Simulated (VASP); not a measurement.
Here is the system:

```xyz
2
Lattice="2.8685 0.0000 0.0000 0.0000 2.8685 0.0000 0.0000 0.0000 2.8685" Properties=species:S:1:pos:R:3 pbc="T T T"
Al     1.4343     1.4343     1.4343
Fe     0.0000     0.0000     0.0000
```

Level of theory: PW91 GGA, VASP's PBE PAW potentials (set 64) (plane waves; VASP 6.6.1). Settings: 520 eV cut-off, 14×14×14 Γ-centred mesh, tetrahedra with Blöchl corrections, potentials Al Fe.

Task: What does the run give for the energy per atom (σ→0), band gap (on the k-mesh) with the smallest direct gap where there is one?

Result: 
The band gap (on the k-mesh) comes out as none (metal, semimetal or under 0.01 eV) and the energy per atom (σ→0) comes out as -6.275 eV/atom.

The absolute energy has meaning only against runs of the same code, potentials and settings.

The compound is FeAl in the CsCl type structure. It was relaxed first. The run is not spin-polarised, so no magnetic state was tried. The electron count is odd and the run is not spin-polarised, which forces a metal.
